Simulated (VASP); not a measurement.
Data:

```
CELL_PARAMETERS angstrom
      2.90683     0.00000     0.00000
      0.00000     2.90683     0.00000
      0.00000     0.00000     2.90683
ATOMIC_POSITIONS crystal
  Al 0.50000 0.50000 0.50000
  Co 0.00000 0.00000 0.00000
```

Level of theory: PBE GGA, VASP's PBE PAW potentials (set 64) (plane waves; VASP). Numerical set-up: 480 eV cut-off, 12×12×12 Γ-centred mesh, first-order Methfessel-Paxton smearing of 0.10 eV, potentials Al Co.

Task: Estimate the energy per atom (σ→0), pressure, band gap (on the k-mesh) with the smallest direct gap where there is one.

Result: 
```yaml
band gap (on the k-mesh): none (metal, semimetal or under 0.01 eV)
energy per atom (σ→0): -5.973 eV/atom
pressure: -9.14 GPa
```

Only differences to runs with the same potentials and settings are physical.

The compound is CoAl in the CsCl type structure. This cell was strained or had an atom moved on purpose. The run is not spin-polarised, so no magnetic state was tried.
